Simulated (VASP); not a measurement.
**How PAW data sets and k-mesh change a VASP run on Beryllium**

How sensitive are energy, pressure and forces of Beryllium to the PAW data sets and k-mesh? The series runs use PBEsol. The PAW data sets tried: minimal 64: Be; recommended 54: Be; materialsproject 64: Be_sv; gw 64: Be_sv_GW. The k-mesh tried: 3 3 2; 4 4 3; 6 6 3; 8 8 4; 10 10 6; 13 13 8; 16 16 9; 20 20 11. The atoms of the start are displaced at random from the sites of a P6_3/mmc cell.

Program: VASP 6.6.1. Level of theory: PBEsol; plane waves and PAW (Be), in the first sound run; inputs show where later runs differ. Results are calculated unless marked as measured.

### Step 1. Set-up

It takes space group P-1 (No. 2, triclinic). Conventional cell: a = 2.285 Å, b = 2.285 Å, c = 3.584 Å, α = 90.00°, β = 90.00°, γ = 120.00°. Nearest to Be lie 12 Be at 2.18 to 2.29 Å.

Structure file:

```cif
data_structure
_symmetry_space_group_name_H-M 'P 1'
_symmetry_Int_Tables_number 1
_cell_length_a 2.2853
_cell_length_b 2.2853
_cell_length_c 3.5842
_cell_angle_alpha 90.000
_cell_angle_beta 90.000
_cell_angle_gamma 120.000
_cell_volume 16.21
loop_
_atom_site_label
_atom_site_type_symbol
_atom_site_fract_x
_atom_site_fract_y
_atom_site_fract_z
_atom_site_occupancy
Be1 Be 0.35490 0.67178 0.25018 1
Be2 Be 0.65073 0.32342 0.75854 1
```

### Step 2. PAW data sets: minimal 64: Be

Data sets differ in which electrons are valence and how hard the partial waves are. PBEsol restores the gradient expansion of exchange and is tuned for the cells of solids.

Contents of INCAR:

```
SYSTEM = Be
PREC = Accurate
ENCUT = 400
EDIFF = 1E-06
NELM = 100
ISMEAR = -1
SIGMA = 0.05
LREAL = .FALSE.
ALGO = Normal
GGA = PS
NBANDS = 8
LORBIT = 11
LWAVE = .FALSE.
LCHARG = .FALSE.
KPAR = 2
ISIF = 2
```

Contents of POSCAR:

```
Be
1.0
    2.2853000000      0.0000000000      0.0000000000
   -1.1426500000      1.9791278553      0.0000000000
    0.0000000000      0.0000000000      3.5842000000
Be
2
Direct
    0.3549040000      0.6717780000      0.2501790000
    0.6507270000      0.3234230000      0.7585440000
```

Contents of KPOINTS:

```
Automatic mesh
0
Gamma
11 11 6
0 0 0
```

Potentials, in the order of the species: Be (PBE family, release 64).

Run with:

```console
$ mpirun -np 2 vasp_std
```

The program printed:

```text
[banner, memory and clock lines left out]
running    2 mpi-ranks, on    1 nodes
 distrk:  each k-point on    1 cores,    2 groups
 distr:  one band on    1 cores,    1 groups

 POSCAR found type information on POSCAR Be
 POSCAR found :  1 types and       2 ions
|                                                                             |
|               ----> ADVICE to this user running VASP <----                  |
|                                                                             |
|     You enforced a specific xc type in the INCAR file but a different       |
|     [... a line on the potential file left out ...]
|     I HOPE YOU KNOW WHAT YOU ARE DOING!                                     |
|                                                                             |

 LDA part: xc-table for (Slater+PW92), standard interpolation
 POSCAR, INCAR and KPOINTS ok, starting setup
 FFT: planning ... GRIDC
 FFT: planning ... GRID_SOFT
 FFT: planning ... GRID
 WAVECAR not read
 entering main loop
       N       E                     dE             d eps       ncg     rms          rms(c)
DAV:   1    -0.539445825166E+01   -0.53945E+01   -0.15083E+03  6064   0.328E+02
DAV:   2    -0.798548451518E+01   -0.25910E+01   -0.25510E+01  9488   0.377E+01
DAV:   3    -0.799383022060E+01   -0.83457E-02   -0.83210E-02  6128   0.187E+00
DAV:   4    -0.799383556122E+01   -0.53406E-05   -0.53407E-05  8584   0.485E-02
DAV:   5    -0.799383556179E+01   -0.56990E-09   -0.39716E-09  6232   0.253E-04    0.123E+00
DAV:   6    -0.796988638143E+01    0.23949E-01   -0.72689E-03  6696   0.552E-01    0.741E-01
DAV:   7    -0.796033300808E+01    0.95534E-02   -0.62075E-03  7624   0.519E-01    0.834E-02
DAV:   8    -0.796022073629E+01    0.11227E-03   -0.41355E-04  6152   0.981E-02    0.643E-03
DAV:   9    -0.796022128752E+01   -0.55124E-06   -0.55466E-06  6992   0.159E-02
   1 F= -.79602213E+01 E0= -.79588192E+01  d E =-.280411E-02
```

Elapsed: 5.6 s, on 2 MPI ranks of Intel Xeon Platinum 8488C (Sapphire Rapids), shared host; peak memory 0.24 GiB; 9.9 s of CPU time.

Lines that name or quote the potential files are left out of all logs, and their timing lines are given in words.

Parts of OUTCAR (step 2):

```text
ion  position               nearest neighbor table
   1  0.355  0.672  0.250-   2 2.18   2 2.18   2 2.22   2 2.23   2 2.25   2 2.29
   2  0.651  0.323  0.759-   1 2.18   1 2.18   1 2.22   1 2.23   1 2.25   1 2.29

  LATTYP: Found a hexagonal cell.
 ALAT       =     2.2853000000
 C/A-ratio  =     1.5683717674

 Subroutine GETGRP returns: Found  2 space group operations
 (whereof  1 operations were pure point group operations)

The static configuration has the point symmetry C_1 .
 The point group associated with its full space group is S_2 .

 Found    364 irreducible k-points:

   k-points           NKPTS =    364   k-points in BZ     NKDIM =    364   number of bands    NBANDS=      8

   dimension x,y,z NGX =    16 NGY =   16 NGZ =   24
   dimension x,y,z NGXF=    32 NGYF=   32 NGZF=   48

   ENCUT  =  400.0 eV  29.40 Ry    5.42 a.u.   3.73  3.73  5.84*2*pi/ulx,y,z

   NELECT =       4.0000    total number of electrons

 k-points in reciprocal lattice and weights: Automatic mesh
   0.00000000  0.00000000  0.00000000       0.001
   0.09090909  0.00000000  0.00000000       0.003
   0.00000000  0.09090909  0.00000000       0.003
  -0.09090909  0.09090909  0.00000000       0.003
   0.18181818  0.00000000  0.00000000       0.003
   0.00000000  0.18181818  0.00000000       0.003
  -0.18181818  0.18181818  0.00000000       0.003
   0.27272727  0.00000000  0.00000000       0.003
   0.00000000  0.27272727  0.00000000       0.003
[...]
-0.27272727 -0.36363636  0.50000000       0.003
   0.36363636  0.36363636  0.50000000       0.003

 average (electrostatic) potential at core
       1 -33.0359       2 -33.0359

 E-fermi :   7.1115

 k-point     1 :       0.0000    0.0000    0.0000
  band No.  band energies     occupation
      1      -4.3940      2.00000
      2       2.4832      2.00000
      3       7.9182      0.00000
      4      22.1867      0.00000
      5      22.6833      0.00000
      6      24.8480      0.00000
      7      25.6200      0.00000
    ...

 k-point     2 :       0.0909    0.0000    0.0000
  band No.  band energies     occupation
      1      -4.1596      2.00000
      2       2.7871      2.00000
      3       7.9939      0.00000
      4      20.7021      0.00000
      5      21.0861      0.00000
      6      25.0519      0.00000
      7      25.9859      0.00000
    ...

 k-point     3 :       0.0000    0.0909    0.0000
  band No.  band energies     occupation
      1      -4.1599      2.00000
      2       2.7887      2.00000
      3       7.9856      0.00000
      4      20.5956      0.00000
      5      21.2991      0.00000
      6      25.0369      0.00000
      7      25.9145      0.00000
    ...

  Total       -0.4986407     -0.3279521     -0.2271197     -0.1931106     -0.0109444     -0.0272613
  in kB      -49.2820750    -32.4124355    -22.4468816    -19.0856688     -1.0816631     -2.6943142
  external PRESSURE =     -34.7137974 kB  Pullay stress =       0.0000000 kB

  energy-cutoff  :      400.00
  volume of cell :       16.21
      direct lattice vectors                 reciprocal lattice vectors
     2.285300000  0.000000000  0.000000000     0.437579311  0.252636533  0.000000000
    -1.142650000  1.979127855  0.000000000     0.000000000  0.505273066  0.000000000
     0.000000000  0.000000000  3.584200000     0.000000000  0.000000000  0.279002288

 POSITION                                       TOTAL-FORCE (eV/Angst)
 -----------------------------------------------------------------------------------
      0.04345      1.32953      0.89669        -0.221871     -0.088707      0.233981
      1.11755      0.64010      2.71877         0.221871      0.088707     -0.233981
 -----------------------------------------------------------------------------------
    total drift:                                0.000000     -0.000000      0.000000

  FREE ENERGIE OF THE ION-ELECTRON SYSTEM (eV)
  ---------------------------------------------------
  free  energy   TOTEN  =        -7.9602212875 eV

  energy  without entropy=       -7.9574171734  energy(sigma->0) =       -7.95881923

 total charge
# of ion       s       p       d       tot
------------------------------------------
    1        0.398   0.755   0.000   1.153
    2        0.398   0.755   0.000   1.153
--------------------------------------------------
tot          0.796   1.510   0.000   2.306

[... 3 further parts left out ...]
```

The k-mesh is coarse for a metal. The PAW data sets were made with PBE, which is usual practice but a small mismatch for other functionals.

This step gave:

- SCF cycles: 9
- electrons: 4
- bands: 8
- irreducible k-points: 364
- symmetry operations: 2
- free energy (TOTEN): -7.960 eV
- energy at zero smearing: -7.959 eV
- Fermi energy: 7.112 eV
- pressure: -3.471 GPa
- metallic, judged on the points sampled: yes

The series starts at -3.9794 eV an atom and -3.47 GPa, after 9 cycles in 5.6 s.

### Step 3. PAW data sets: recommended 54: Be

INCAR is that of step 2.

POSCAR is that of step 2.

KPOINTS is that of step 2.

The projector-augmented-wave data sets are Be (PBE family, release 54).

Run with:

```console
$ mpirun -np 2 vasp_std
```

The program printed:

```text
[banner, memory and clock lines left out]
running    2 mpi-ranks, on    1 nodes
[...]
[... a notice as in an earlier step ...]

 LDA part: xc-table for (Slater+PW92), standard interpolation
 POSCAR, INCAR and KPOINTS ok, starting setup
[...]
entering main loop
       N       E                     dE             d eps       ncg     rms          rms(c)
[... 9 cycles as in an earlier step ...]
   1 F= -.79602213E+01 E0= -.79588192E+01  d E =-.280411E-02
```

Elapsed: 5.6 s, on 2 MPI ranks; peak memory 0.25 GiB.

Parts of OUTCAR (step 3):

```text
[... 6 parts as in an earlier step ...]

[... 1 further part left out ...]
[key lines of the parts left out:]
E-fermi :   7.1115
```

With 4 valence electrons the pressure is -3.47 GPa, +0.00 GPa from the first of the series, after 9 cycles in 5.6 s.

### Step 4. PAW data sets: materialsproject 64: Be sv

This step: PBEsol; plane waves and PAW (Be_sv) (VASP 6.6.1).

INCAR: that of step 3 with these lines changed.

```diff
@@ -2,3 +2,3 @@
 PREC = Accurate
-ENCUT = 400
+ENCUT = 410
 EDIFF = 1E-06
@@ -10,3 +10,3 @@
 GGA = PS
-NBANDS = 8
+NBANDS = 10
 LORBIT = 11
```

POSCAR is that of step 3.

KPOINTS is that of step 3.

The projector-augmented-wave data sets are Be_sv (PBE family, release 64).

Run with:

```console
$ mpirun -np 2 vasp_std
```

The program printed:

```text
[... set-up lines as in an earlier step ...]
 entering main loop
       N       E                     dE             d eps       ncg     rms          rms(c)
DAV:   1     0.333574613430E+02    0.33357E+02   -0.59587E+03  7870   0.190E+03
DAV:   2    -0.618311746951E+01   -0.39541E+02   -0.38889E+02  7730   0.260E+02
DAV:   3    -0.784556759495E+01   -0.16625E+01   -0.16579E+01  9622   0.413E+01
DAV:   4    -0.791058463826E+01   -0.65017E-01   -0.65014E-01  8502   0.717E+00
[...]
DAV:   8    -0.796151832912E+01   -0.14071E-03   -0.70006E-04  7452   0.198E-01    0.196E-02
DAV:   9    -0.796151537006E+01    0.29591E-05   -0.13137E-05  8128   0.476E-02    0.490E-03
DAV:  10    -0.796151576676E+01   -0.39670E-06   -0.56138E-07  4876   0.952E-03
   1 F= -.79615158E+01 E0= -.79601117E+01  d E =-.280816E-02
```

Run time: 6.8 s. Hardware: 2 MPI ranks; peak memory 0.26 GiB; 12 s of CPU time.

OUTCAR, selected parts (step 4):

```text
  Total       -0.4926952     -0.3190557     -0.2263696     -0.1918733     -0.0110316     -0.0270448
  in kB      -48.6944661    -31.5331790    -22.3727462    -18.9633792     -1.0902823     -2.6729118
  external PRESSURE =     -34.2001304 kB  Pullay stress =       0.0000000 kB

 POSITION                                       TOTAL-FORCE (eV/Angst)
 -----------------------------------------------------------------------------------
      0.04345      1.32953      0.89669        -0.222816     -0.089759      0.234294
      1.11755      0.64010      2.71877         0.222816      0.089759     -0.234294
 -----------------------------------------------------------------------------------
    total drift:                                0.000137     -0.000556      0.000476

  FREE ENERGIE OF THE ION-ELECTRON SYSTEM (eV)
  ---------------------------------------------------
  free  energy   TOTEN  =        -7.9615157668 eV

  energy  without entropy=       -7.9587076092  energy(sigma->0) =       -7.96011169

[... 3 further parts left out ...]
[key lines of the parts left out:]
E-fermi :   5.2261
```

With 8 valence electrons the pressure is -3.42 GPa, +0.05 GPa from the first of the series, after 10 cycles in 6.8 s.

### Step 5. PAW data sets: GW 64: Be sv GW

This step: PBEsol; plane waves and PAW (Be_sv_GW) (VASP 6.6.1).

INCAR: that of step 4 with these lines changed.

```diff
@@ -2,3 +2,3 @@
 PREC = Accurate
-ENCUT = 410
+ENCUT = 700
 EDIFF = 1E-06
```

POSCAR is that of step 4.

KPOINTS is that of step 4.

The projector-augmented-wave data sets are Be_sv_GW (PBE family, release 64).

Run with:

```console
$ mpirun -np 2 vasp_std
```

The program printed:

```text
[... set-up lines as in an earlier step ...]
 entering main loop
       N       E                     dE             d eps       ncg     rms          rms(c)
DAV:   1     0.156776917206E+02    0.15678E+02   -0.77476E+03  8538   0.232E+03
DAV:   2    -0.211499340572E+02   -0.36828E+02   -0.36245E+02  9712   0.300E+02
DAV:   3    -0.222389558589E+02   -0.10890E+01   -0.10861E+01  9584   0.394E+01
DAV:   4    -0.222563567070E+02   -0.17401E-01   -0.17399E-01  8710   0.455E+00
[...]
DAV:   8    -0.222846522486E+02    0.29838E-03   -0.11987E-03  8498   0.263E-01    0.278E-01
DAV:   9    -0.222846548949E+02   -0.26464E-05   -0.29148E-05  9362   0.526E-02    0.985E-03
DAV:  10    -0.222846552026E+02   -0.30765E-06   -0.90448E-07  6472   0.146E-02
   1 F= -.22284655E+02 E0= -.22283247E+02  d E =-.281645E-02
```

Elapsed: 22 s, on 2 MPI ranks; peak memory 0.38 GiB.

Parts of OUTCAR (step 5):

```text
  Total       -0.6244547     -0.4559512     -0.3628712     -0.1906567     -0.0110893     -0.0275988
  in kB      -61.7166330    -45.0629489    -35.8635956    -18.8431463     -1.0959840     -2.7276661
  external PRESSURE =     -47.5477258 kB  Pullay stress =       0.0000000 kB

 POSITION                                       TOTAL-FORCE (eV/Angst)
 -----------------------------------------------------------------------------------
      0.04345      1.32953      0.89669        -0.221231     -0.087732      0.230199
      1.11755      0.64010      2.71877         0.221231      0.087732     -0.230199
 -----------------------------------------------------------------------------------
    total drift:                                0.000144     -0.000074     -0.000003

  FREE ENERGIE OF THE ION-ELECTRON SYSTEM (eV)
  ---------------------------------------------------
  free  energy   TOTEN  =       -22.2846552026 eV

  energy  without entropy=      -22.2818387556  energy(sigma->0) =      -22.28324698

[... 1 part as in an earlier step ...]

[... 2 further parts left out ...]
[key lines of the parts left out:]
E-fermi :   6.4995
```

With 8 valence electrons the pressure is -4.75 GPa, -1.28 GPa from the first of the series, after 10 cycles in 22 s.

### Step 6. The PAW data sets series as a table

This step: convergence of PBEsol results with the datasets; plane waves and PAW (VASP 6.6.1).

This step runs nothing: it gathers the runs above.

Differences are taken from the run with minimal 64: Be. Results of the series, by row:

```tsv
setting	status	pressure (GPa)	largest force difference (meV/Å)	SCF cycles	wall time (s)
minimal 64: Be, 400 eV	converged	-3.471	0	9	5.6
recommended 54: Be, 400 eV	converged	-3.471	0	9	5.6
materialsproject 64: Be_sv, 410 eV	converged	-3.42	1.052	10	6.8
gw 64: Be_sv_GW, 700 eV	converged	-4.755	3.782	10	22
```

### Step 7. K-mesh: 3 3 2

This step: PBEsol; plane waves and PAW (Be) (VASP 6.6.1).

The sum over the zone converges with the mesh, fast for insulators and slowly for metals.

INCAR: that of step 5 with these lines changed.

```diff
@@ -2,3 +2,3 @@
 PREC = Accurate
-ENCUT = 700
+ENCUT = 400
 EDIFF = 1E-06
@@ -10,3 +10,3 @@
 GGA = PS
-NBANDS = 10
+NBANDS = 8
 LORBIT = 11
```

POSCAR is that of step 5.

Contents of KPOINTS:

```
Automatic mesh
0
Gamma
3 3 2
0 0 0
```

Potentials, in the order of the species: Be (PBE family, release 64).

Run with:

```console
$ mpirun -np 2 vasp_std
```

The program printed:

```text
[... set-up lines as in an earlier step ...]
 entering main loop
       N       E                     dE             d eps       ncg     rms          rms(c)
DAV:   1    -0.469903488596E+01   -0.46990E+01   -0.13974E+03   160   0.334E+02
DAV:   2    -0.674158990316E+01   -0.20426E+01   -0.19288E+01   256   0.323E+01
DAV:   3    -0.675118868219E+01   -0.95988E-02   -0.95216E-02   160   0.200E+00
DAV:   4    -0.675119571701E+01   -0.70348E-05   -0.70342E-05   248   0.558E-02
DAV:   5    -0.675119571631E+01    0.69731E-09   -0.21204E-09   176   0.260E-04    0.151E+00
DAV:   6    -0.671400462705E+01    0.37191E-01   -0.88701E-03   216   0.604E-01    0.918E-01
DAV:   7    -0.669736628096E+01    0.16638E-01   -0.10693E-02   224   0.635E-01    0.518E-02
DAV:   8    -0.669727366064E+01    0.92620E-04   -0.55337E-04   160   0.102E-01    0.616E-03
DAV:   9    -0.669727376653E+01   -0.10589E-06   -0.55275E-06   192   0.167E-02
   1 F= -.66972738E+01 E0= -.66869419E+01  d E =-.206638E-01
```

Wall time 1.2 s (2 MPI ranks); peak memory 0.2 GiB.

From OUTCAR (step 7):

```text
   k-points           NKPTS =     10   k-points in BZ     NKDIM =     10   number of bands    NBANDS=      8

   NELECT =       4.0000    total number of electrons

 E-fermi :   6.6200

 k-point     1 :       0.0000    0.0000    0.0000
  band No.  band energies     occupation
      1      -4.3849      2.00000
      2       2.5303      2.00000
      3       7.8950      0.00000
      4      22.2135      0.00000
      5      22.6998      0.00000
      6      24.8472      0.00000
      7      25.6213      0.00000
    ...

  Total        1.3257979      1.2969827     -0.8611297      0.0368292     -0.0125671     -0.0321213
  in kB      131.0323767    128.1844873    -85.1078911      3.6399305     -1.2420453     -3.1746383
  external PRESSURE =      58.0363243 kB  Pullay stress =       0.0000000 kB

 POSITION                                       TOTAL-FORCE (eV/Angst)
 -----------------------------------------------------------------------------------
      0.04345      1.32953      0.89669        -0.138283     -0.052148      0.281623
      1.11755      0.64010      2.71877         0.138283      0.052148     -0.281623
 -----------------------------------------------------------------------------------
    total drift:                                0.000000     -0.000000      0.000000

  FREE ENERGIE OF THE ION-ELECTRON SYSTEM (eV)
  ---------------------------------------------------
  free  energy   TOTEN  =        -6.6972737665 eV

  energy  without entropy=       -6.6766099737  energy(sigma->0) =       -6.68694187

[... 7 parts as in an earlier step ...]

[... 9 further parts left out ...]
```

This step gave:

| Quantity | Value |
| --- | --- |
| SCF cycles | 9 |
| electrons | 4 |
| bands | 8 |
| irreducible k-points | 10 |
| free energy (TOTEN) | -6.697 eV |
| energy at zero smearing | -6.687 eV |
| Fermi energy | 6.62 eV |
| pressure | 5.804 GPa |

The series starts at -3.3435 eV an atom and 5.80 GPa, after 9 cycles in 1.2 s.

[end of part 1 of 2]

[Lines on the potential files, build, host, timing and source positions are cut from VASP's logs without a mark.]

[Logs are printed without paths, hosts, clocks, repeated set-up lines and the standing remarks that a program may print on its own settings, such as how far it seeks lower states.]

[Hosts, paths, dates, database ids (printed as entryN), source tags and the programs' standing remarks are cut or masked in the printed files.]

[A measured line is paired with the nearest computed mode of its activity, which favours agreement.]

[In band tables of VASP the shares of atoms and orbitals are scaled to a sum of 1 inside the atoms' spheres.]
